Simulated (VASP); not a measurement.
# CuSn₃: intraband terms of a metal's spectrum

CuSn₃, I4/mmm (no. 139), 4 atoms in the cell. PBE, independent-particle dielectric function; PAW potentials Sn_d, Cu (PBE set).

## Input

INCAR.step1:
```
SYSTEM = CuSn3
  PREC = Accurate
  ENCUT = 340
  ISMEAR = 1
  SIGMA = 0.1
  EDIFF = 1E-7
  LASPH = .True.
  KPAR = 4
  LWAVE = .False.
  LCHARG = .True.
  LMAXMIX = 4
```

INCAR.step2:
```
SYSTEM = CuSn3
  PREC = Accurate
  ENCUT = 340
  ISMEAR = 0
  SIGMA = 0.3
  EDIFF = 1E-6
  LASPH = .True.
  KPAR = 4
  LWAVE = .True.
  LCHARG = .False.
  LMAXMIX = 4
  ICHARG = 11
  NBANDS = 52
  NEDOS = 3000
  OMEGAMAX = 30
  CSHIFT = 0.1
```

INCAR.step3, as INCAR.step2 but for:
```
- LWAVE = .True.
+ LWAVE = .False.
+ LOPTICS = .True.
+ ALGO = None
+ NELM = 1
+ ISTART = 1
```

INCAR.step4, as INCAR.step3 but for:
```
+ WPLASMAI = 0.03
```

INCAR.step5 to INCAR.step6 change the same tag again: WPLASMAI = 0.1, 0.3.

INCAR.step7, as INCAR.step6 but for:
```
- WPLASMAI = 0.3
+ RTIME = 40
```

INCAR.step8, as INCAR.step7 but for:
```
- RTIME = 40
+ RTIME = 5
```

INCAR.step9, as INCAR.step8 but for:
```
- RTIME = 5
+ LNABLA = .True.
```

INCAR.step10, as INCAR.step9 but for:
```
- ISMEAR = 0
- LNABLA = .True.
+ ISMEAR = -5
```

KPOINTS.step1:
```
k-points
0
Gamma
  8 8 8
```

KPOINTS.step2:
```
k-points
0
Gamma
  7 7 7
```

POSCAR:
```
CuSn3
1.0
   -2.2399030000      2.2399030000      4.8707040000
    2.2399030000     -2.2399030000      4.8707040000
    2.2399030000      2.2399030000     -4.8707040000
Sn Cu
3 1
Direct
    0.5000000000      0.5000000000      0.0000000000
    0.2500000000      0.7500000000      0.5000000000
    0.7500000000      0.2500000000      0.5000000000
    0.0000000000      0.0000000000      0.0000000000
```

Commands (each step's output is kept before the next begins):
```
cat potpaw_PBE.64/Sn_d/POTCAR potpaw_PBE.64/Cu/POTCAR > POTCAR
cp INCAR.step1 INCAR
cp KPOINTS.step1 KPOINTS
mpirun -np 4 vasp_std > vasp.out
cp INCAR.step2 INCAR
cp KPOINTS.step2 KPOINTS
mpirun -np 4 vasp_std > vasp.out
cp INCAR.step3 INCAR
mpirun -np 4 vasp_std > vasp.out
cp INCAR.step4 INCAR
mpirun -np 4 vasp_std > vasp.out
cp INCAR.step5 INCAR
mpirun -np 4 vasp_std > vasp.out
cp INCAR.step6 INCAR
mpirun -np 4 vasp_std > vasp.out
cp INCAR.step7 INCAR
mpirun -np 4 vasp_std > vasp.out
cp INCAR.step8 INCAR
mpirun -np 4 vasp_std > vasp.out
cp INCAR.step9 INCAR
mpirun -np 4 vasp_std > vasp.out
cp INCAR.step10 INCAR
mpirun -np 4 vasp_std > vasp.out
```

## Result

- Bands: 52

One ground state, settings moved in the last step alone:

| Settings | Plasma frequency (eV) | Im ε at 0.5 eV | Im ε at 1 eV | Im ε at 2 eV | Im ε at 4 eV | Time (s) |
|---|---|---|---|---|---|---|
| interband part alone | 8.20 | 164.8 | 72.5 | 29.1 | 4.4 | 10 |
| Drude term, WPLASMAI 0.03 | 8.20 | 180.9 | 74.5 | 29.3 | 4.4 | 9 |
| Drude term, WPLASMAI 0.1 | 8.20 | 216.6 | 79.2 | 29.9 | 4.5 | 10 |
| Drude term, WPLASMAI 0.3 | 8.20 | 283.5 | 91.0 | 31.6 | 4.7 | 10 |
| relaxation time RTIME 40 fs | 8.20 | 173.7 | 73.6 | 29.2 | 4.4 | 9 |
| relaxation time RTIME 5 fs | 8.20 | 231.1 | 81.2 | 30.2 | 4.5 | 9 |
| transversal form (LNABLA) | 8.30 | 167.8 | 73.8 | 29.5 | 4.3 | 8 |
| tetrahedron method | – | – | – | – | – | no result |

Limits: Spin-orbit coupling is left out, which can matter with atoms this heavy.

VASP 6.6.1 took 131 s on 4 cores (Intel Xeon Platinum 8375C @ 2.90GHz (Ice Lake)), a shared host.
